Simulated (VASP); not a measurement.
# LiTlF4 (P4/mmm) in VASP: reference runs

Reference runs on LiTlF4: the cell as given.

Program: VASP 6.6.1. These are calculated values, not measurements. Logs are shortened: lines on timing, memory, paths and dates and some standing lists are left out, and cuts for length are marked.

## Step 1: Starting point

It takes space group P4/mmm (No. 123, tetragonal). Conventional cell: a = 3.538 Å, b = 3.538 Å, c = 5.993 Å, α = 90.00°, β = 90.00°, γ = 90.00°. Around Li (site symmetry 4/mmm) lie 10 F at 2.37 to 2.58 Å. Tl (site symmetry 4/mmm) has 10 F at 2.37 to 2.58 Å as nearest neighbours. F (site symmetry 4mm) is surrounded by 1 F at 1.26 Å. F (site symmetry 4mm) has 1 F at 1.26 Å as nearest neighbours.

The cell was built by a generator and needn't be a form met in nature.

## Step 2: Single point, PBE

INCAR

```
SYSTEM = LiTlF4
PREC = Accurate
ENCUT = 520
EDIFF = 1E-7
ISMEAR = -1
SIGMA = 0.05
LREAL = .False.
LASPH = .True.
NELM = 60
ALGO = Normal
ISIF = 2
LWAVE = .False.
LCHARG = .False.
GGA = PE
NBANDS = 31
```

KPOINTS

```
regular mesh
0
Gamma
  8 8 5
  0 0 0
```

POSCAR

```
LiTlF4
1.0
    3.5382367400      0.0000000000      0.0000000000
    0.0000000000      3.5382367400      0.0000000000
    0.0000000000      0.0000000000      5.9925864300
Li Tl F
1 1 4
Direct
    0.5000000000      0.5000000000      0.5000000000
    0.0000000000      0.0000000000      0.0000000000
    0.0000000000      0.0000000000      0.6049659800
    0.5000000000      0.5000000000      0.1051210000
    0.5000000000      0.5000000000      0.8948790000
    0.0000000000      0.0000000000      0.3950340200
```

Potentials or basis: VASP PAW PBE potentials, release 64 (Li_sv, Tl_d, F).

Started as:

```bash
cat potpaw_PBE.64/Li_sv/POTCAR potpaw_PBE.64/Tl_d/POTCAR potpaw_PBE.64/F/POTCAR > POTCAR
mpirun -np 1 vasp_std > vasp.out
```

OUTCAR:

```text
SYSTEM = LiTlF4
   PREC = Accurate
   ENCUT = 520
   EDIFF = 1E-7
   ISMEAR = -1
   LREAL = .False.
   LASPH = .True.
   NELM = 60
   ISIF = 2
   GGA = PE

 ion  position               nearest neighbor table
   1  0.500  0.500  0.500-
   2  0.000  0.000  0.000-   3 2.37   6 2.37   5 2.58   4 2.58   4 2.58   5 2.58   4 2.58   5 2.58
                             4 2.58   5 2.58
   3  0.000  0.000  0.605-   6 1.26   2 2.37
   4  0.500  0.500  0.105-   5 1.26   2 2.58   2 2.58   2 2.58   2 2.58
   5  0.500  0.500  0.895-   4 1.26   2 2.58   2 2.58   2 2.58   2 2.58
   6  0.000  0.000  0.395-   3 1.26   2 2.37

  LATTYP: Found a simple tetragonal cell.
 ALAT       =     3.5382367400
 C/A-ratio  =     1.6936646331

  Lattice vectors:

 A1 = (   3.5382367400,   0.0000000000,   0.0000000000)
 A2 = (   0.0000000000,   3.5382367400,   0.0000000000)
 A3 = (   0.0000000000,   0.0000000000,   5.9925864300)

Analysis of symmetry for initial positions (statically):
=====================================================================
 Subroutine PRICEL returns:
 Original cell was already a primitive cell.

 Routine SETGRP: Setting up the symmetry group for a
 simple tetragonal supercell.

 Subroutine GETGRP returns: Found 16 space group operations
 (whereof 16 operations were pure point group operations)
 out of a pool of 16 trial point group operations.

The static configuration has the point symmetry D_4h.

Analysis of symmetry for dynamics (positions and initial velocities):
=====================================================================
 Subroutine PRICEL returns:
 Original cell was already a primitive cell.

 Routine SETGRP: Setting up the symmetry group for a
 simple tetragonal supercell.

 Subroutine GETGRP returns: Found 16 space group operations
 (whereof 16 operations were pure point group operations)
 out of a pool of 16 trial point group operations.

The dynamic configuration has the point symmetry D_4h.

 Subroutine INISYM returns: Found 16 space group operations
 (whereof 16 operations are pure point group operations),
 and found     1 'primitive' translations

----------------------------------------------------------------------------------------

                                     Primitive cell

  volume of cell :      75.0219

  direct lattice vectors                    reciprocal lattice vectors
     3.538236740  0.000000000  0.000000000     0.282626651  0.000000000  0.000000000
     0.000000000  3.538236740  0.000000000     0.000000000  0.282626651  0.000000000
     0.000000000  0.000000000  5.992586430     0.000000000  0.000000000  0.166872854

  length of vectors
     3.538236740  3.538236740  5.992586430     0.282626651  0.282626651  0.166872854

  position of ions in fractional coordinates (direct lattice)
     0.500000000  0.500000000  0.500000000
     0.000000000  0.000000000  0.000000000
     0.000000000  0.000000000  0.604965980
     0.500000000  0.500000000  0.105121000
     0.500000000  0.500000000  0.894879000
     0.000000000  0.000000000  0.395034020

  ion indices of the primitive-cell ions
   primitive index   ion index
                 1           1
                 2           2
                 3           3
                 4           4
                 5           5
                 6           6

----------------------------------------------------------------------------------------

 KPOINTS: regular mesh

Automatic generation of k-mesh.
 Grid dimensions read from file:
 generate k-points for:    8    8    5

 Generating k-lattice:

  Cartesian coordinates                     Fractional coordinates (reciprocal lattice)
     0.035328331  0.000000000  0.000000000     0.125000000  0.000000000  0.000000000
     0.000000000  0.035328331  0.000000000     0.000000000  0.125000000  0.000000000
     0.000000000  0.000000000  0.033374571     0.000000000  0.000000000  0.200000000

  Length of vectors
     0.035328331  0.035328331  0.033374571

  Shift w.r.t. Gamma in fractional coordinates (k-lattice)
     0.000000000  0.000000000  0.000000000

 Subroutine IBZKPT returns following result:
 ===========================================

 Found     45 irreducible k-points:

 Following reciprocal coordinates:
            Coordinates               Weight
  0.000000  0.000000  0.000000      1.000000
  0.125000  0.000000  0.000000      4.000000
  0.250000  0.000000  0.000000      4.000000
  0.375000  0.000000  0.000000      4.000000
  0.500000  0.000000  0.000000      2.000000
  0.125000  0.125000  0.000000      4.000000
[... 16 lines left out ...]
  0.375000  0.125000  0.200000     16.000000
  0.500000  0.125000  0.200000      8.000000
 [... further k-points ...]
   k-points           NKPTS =     45   k-points in BZ     NKDIM =     45   number of bands    NBANDS=     31
   number of dos      NEDOS =    301   number of ions     NIONS =      6
   total plane-waves  NPLWV =  37632
   dimension x,y,z NGX =    28 NGY =   28 NGZ =   48
   dimension x,y,z NGXF=    56 NGYF=   56 NGZF=   96
   ions per type =               1   1   4
   NGX,Y,Z   is equivalent  to a cutoff of  13.16, 13.16, 13.32 a.u.
   NGXF,Y,Z  is equivalent  to a cutoff of  26.31, 26.31, 26.63 a.u.
 SYSTEM =  LiTlF4
   PREC   = accura    normal or accurate (medium, high low for compatibility)
   ISTART =      0    job   : 0-new  1-cont  2-samecut
   ICHARG =      2    charge: 1-file 2-atom 10-const
   ISPIN  =      1    spin polarized calculation?
   LNONCOLLINEAR =      F non collinear calculations
   LSORBIT =      F    spin-orbit coupling
   LASPH  =      T    aspherical Exc in radial PAW
   ENCUT  =  520.0 eV  38.22 Ry    6.18 a.u.   6.58  6.58 11.14*2*pi/ulx,y,z
   NELM   =     60;   NELMIN=  2; NELMDL= -5     # of ELM steps
   EDIFF  = 0.1E-06   stopping-criterion for ELM
   LREAL  =      F    real-space projection
   EDIFFG = 0.1E-05   stopping-criterion for IOM
   NSW    =      0    number of steps for IOM
   IBRION =     -1    ionic relax: 0-MD 1-quasi-New 2-CG
   NFREE  =      0    steps in history (QN), initial steepest desc. (CG)
   ISIF   =      2    stress and relaxation
   ISYM   =      2    0-nonsym 1-usesym 2-fastsym
   POTIM  = 0.5000    time-step for ionic-motion
   TEBEG  =    0.0;   TEEND  =   0.0 temperature during run
   PSTRESS=    0.0 pullay stress
   NELECT =      44.0000    total number of electrons
   NUPDOWN=      -1.0000    fix difference up-down
   EMIN   =  10.00;   EMAX   =-10.00  energy-range for DOS
   EFERMI =   0.00;   METHOD = LEGACY
   ISMEAR =    -1;   SIGMA  =   0.05  broadening in eV -4-tet -1-fermi 0-gaus
   EFERMI_NEDOS =   21; number of points for ismear=-14 and -15
   IALGO  =     38    algorithm
   IMIX   =      4    mixing-type and parameters
     AMIX     =   0.40;   BMIX     =  1.00
     AMIX_MAG =   1.60;   BMIX_MAG =  1.00
  volume/ion in A,a.u.               =      12.50        84.38
  Fermi-wavevector in a.u.,A,eV,Ry     =   1.370344  2.589575 25.549612  1.877843
  Thomas-Fermi vector in A             =   2.496139
   LORBIT       =      0    0 simple, 1 ext, 2 COOP (PROOUT), +10 PAW based schemes
   GGA     = PE    functional components
   LHFCALC =     F    Hartree Fock is set to
   AEXX    =    0.0000 exact exchange contribution
   IVDW    =     0    specifies the selected vdW correction
   LEPSILON=     F    determine dielectric tensor
   LRPA    =     F    only Hartree local field effects (RPA)
 non-spin polarized calculation
  energy-cutoff  :      520.00
  volume of cell :       75.02
 maximum number of plane-waves:      2063
 NGX is ok and might be reduce to    28
   NGX = 13   NGY = 13   NGZ = 23

 number of electron      44.0000062 magnetization

 Free energy of the ion-electron system (eV)
  ---------------------------------------------------
  ext. energy  EPLUGINS =         0.00000000
  ---------------------------------------------------
  free energy    TOTEN  =        -5.68356308 eV

  energy without entropy =       -5.64717024  energy(sigma->0) =       -5.66536666

 E-fermi :   6.5720     XC(G=0):  -9.8291

 val. band max:        6.5618303939   @ k =   0.5000   0.0000   0.2000
 cond. band min:       6.5723055105   @ k =   0.5000   0.1250   0.2000
 fundamental gap:      0.0104751166
 Fermi energy:         6.5719534632

 k-point     1 :       0.0000    0.0000    0.0000
  band No.  band energies     occupation
      1     -42.8957      2.00000
      2     -27.1779      2.00000
      3     -26.9391      2.00000
      4     -17.7894      2.00000
      5     -17.3338      2.00000
      6      -8.2222      2.00000
[... 23 lines left out ...]
     30      14.6966      0.00000
     31      14.6966      0.00000

 k-point     2 :       0.1250    0.0000    0.0000
  band No.  band energies     occupation
      1     -42.8955      2.00000
      2     -27.1744      2.00000
      3     -26.9341      2.00000
      4     -17.7747      2.00000
      5     -17.3428      2.00000
      6      -8.2050      2.00000
[... 23 lines left out ...]
     30      14.4734      0.00000
     31      14.6604      0.00000

 k-point     3 :       0.2500    0.0000    0.0000
  band No.  band energies     occupation
      1     -42.8951      2.00000
      2     -27.1666      2.00000
      3     -26.9225      2.00000
      4     -17.7376      2.00000
      5     -17.3672      2.00000
      6      -8.1614      2.00000
[... 23 lines left out ...]
     30      14.0564      0.00000
     31      15.9814      0.00000

 k-point     4 :       0.3750    0.0000    0.0000
  band No.  band energies     occupation
      1     -42.8947      2.00000
      2     -27.1589      2.00000
      3     -26.9107      2.00000
      4     -17.6940      2.00000
      5     -17.3990      2.00000
      6      -8.1143      2.00000
[... 635 lines left out ...]
     30      13.6964      0.00000
     31      15.8320      0.00000

 k-point    23 :       0.3750    0.1250    0.2000
  band No.  band energies     occupation
      1     -42.8945      2.00000
      2     -27.1548      2.00000
      3     -26.9099      2.00000
      4     -17.7016      2.00000
      5     -17.4011      2.00000
      6      -7.8748      2.00000
[... 23 lines left out ...]
     30      13.2883      0.00000
     31      16.0503      0.00000

 k-point    24 :       0.5000    0.1250    0.2000
  band No.  band energies     occupation
      1     -42.8943      2.00000
      2     -27.1520      2.00000
      3     -26.9054      2.00000
      4     -17.6884      2.00000
      5     -17.4082      2.00000
      6      -7.8570      2.00000
[... 23 lines left out ...]
     30      13.0251      0.00000
     31      16.7092      0.00000

 [... further k-points ...]

------------------------ aborting loop because EDIFF is reached ----------------------------------------

  FORCE on cell =-STRESS in cart. coord.  units (eV):
  Direction    XX          YY          ZZ          XY          YZ          ZX
  --------------------------------------------------------------------------------------
  -------------------------------------------------------------------------------------
  Total        9.4939260      9.4939260     76.7699013      0.0000000      0.0000000      0.0000000
  in kB      202.7534923    202.7534923   1639.5077830      0.0000000      0.0000000      0.0000000
  external PRESSURE =     681.6715892 kB  Pullay stress =       0.0000000 kB

 VOLUME and BASIS-vectors are now :
 -----------------------------------------------------------------------------
  energy-cutoff  :      520.00
  volume of cell :       75.02
      direct lattice vectors                 reciprocal lattice vectors
     3.538236740  0.000000000  0.000000000     0.282626651  0.000000000  0.000000000
     0.000000000  3.538236740  0.000000000     0.000000000  0.282626651  0.000000000
     0.000000000  0.000000000  5.992586430     0.000000000  0.000000000  0.166872854

 POSITION                                       TOTAL-FORCE (eV/Angst)
 -----------------------------------------------------------------------------------
      1.76912      1.76912      2.99629         0.000000     -0.000000      0.000000
      0.00000      0.00000      0.00000         0.000000     -0.000000      0.000000
      0.00000      0.00000      3.62531         0.000000      0.000000     24.937847
      1.76912      1.76912      0.62995         0.000000     -0.000000     28.423934
      1.76912      1.76912      5.36264         0.000000      0.000000    -28.423934
      0.00000      0.00000      2.36728        -0.000000      0.000000    -24.937847
 -----------------------------------------------------------------------------------
    total drift:                                0.000000      0.000000     -0.000000

  FREE ENERGIE OF THE ION-ELECTRON SYSTEM (eV)
  ---------------------------------------------------
  free  energy   TOTEN  =        -5.6835630764 eV

  energy  without entropy=       -5.6471702409  energy(sigma->0) =       -5.66536666
```

Wall time 70 s (1 thread of Intel Xeon 6975P-C (Granite Rapids), shared host); peak memory 0.24 GiB.

What came out:

- Free energy: -5.6836 eV
- Largest force: 28.424 eV/Å
- Band gap on the k mesh: none (metal or under the smearing width)

Forces in eV/Å, atoms in the order of the input:
```
Li    0.000   0.000   0.000
Tl    0.000   0.000   0.000
F     0.000   0.000  24.938
F     0.000   0.000  28.424
F     0.000   0.000 -28.424
F     0.000   0.000 -24.938
```

Caveat: the cutoff is under 1.25 times the usual one of these potentials, so pressure, stress and relaxed cells hold a basis-set (Pulay) error; a pressure of tens of GPa on the cell as given is suspect, and the run, the potentials or the cell itself is likely at fault; the standard files for N, O and F lose accuracy on very short bonds; forces of over 1 eV/Å show positions far from the minimum, so gaps and moduli don't describe the material at rest. The run has no spin-orbit coupling, so splittings on Tl are missing.
